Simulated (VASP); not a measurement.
Data:

```xyz
2
Lattice="3.9306 0.0000 0.0000 0.0000 3.9306 0.0000 0.0000 0.0000 3.9306" Properties=species:S:1:pos:R:3 pbc="T T T"
Tl     0.0000     0.0000     0.0000
Br     1.9653     1.9653     1.9653
```

The numbers are results of vdW-DF-cx, VASP's PBE PAW potentials (set 64) (plane waves; VASP 6.6.1), not measurements. Settings: 520 eV cut-off, Gaussian smearing of 0.050 eV, potentials Tl_d Br.

Unless said otherwise, spin-orbit coupling is left out, though it shifts the bands of the heavy elements here.

Problem. Give the energies of bands 7 to 13 at the high-symmetry points, in eV from the valence-band maximum.

Solution. 
| band | Γ | X | M | R |
|---|---|---|---|---|
| 7 | -4.80 | -5.81 | -3.89 | -2.82 |
| 8 | -1.45 | -0.90 | -3.19 | -2.08 |
| 9 | -1.45 | -0.90 | -3.19 | -2.08 |
| 10 | -1.45 | 0.00 | -0.82 | -2.08 |
| 11 | 6.91 | 1.73 | 4.88 | 1.95 |
| 12 | 6.91 | 5.70 | 4.88 | 1.95 |
| 13 | 7.30 | 5.70 | 7.42 | 1.95 |

The gap is direct, 1.73 eV, from the valence maximum at X to the conduction minimum at X.

The compound is TlBr in the CsCl type structure. It was relaxed first.
